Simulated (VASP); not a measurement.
Ti3B6N, 10 atoms in the cell. The cell holds a slab with vacuum, 10 atoms: a = 3.032 Å, b = 4.425 Å, c = 21.637 Å, α = 90.00°, β = 90.00°, γ = 110.03°.  The cell isn't the ideal one: N at 2/8 of the diagonal of the surface cell, 1.36 Å above the top plane.

```yaml
Program: VASP 6.6.1
Task: single point
Functional: PBE
Potentials_or_basis: VASP PAW PBE potentials, release 64 (B, Ti_sv, N)
Cutoff: 520 eV
k_mesh: 9 × 7 × 1
Occupations: gaussian, width 0.1 eV
Spin: no spin polarisation
Dipole_correction: yes
Further_INCAR_settings: ALGO = Fast; EDIFF = 1e-06; NBANDS = 40
```

Potentials or basis: VASP PAW PBE potentials, release 64 (B, Ti_sv, N).

The run is started by

```bash
$ cat potpaw_PBE.64/B/POTCAR potpaw_PBE.64/Ti_sv/POTCAR potpaw_PBE.64/N/POTCAR > POTCAR
$ mpirun -np 1 vasp_std > vasp.out
```

Hardware: 1 thread of Intel(R) Xeon(R) Platinum 8488C (Sapphire Rapids), with other jobs on the host.

Task: Estimate the wall time of this run.

Result: It took 27 min on 1 thread of Intel(R) Xeon(R) Platinum 8488C (Sapphire Rapids) (shared host), peak memory 0.51 GiB. Counts: scf iterations 57, k points 32.
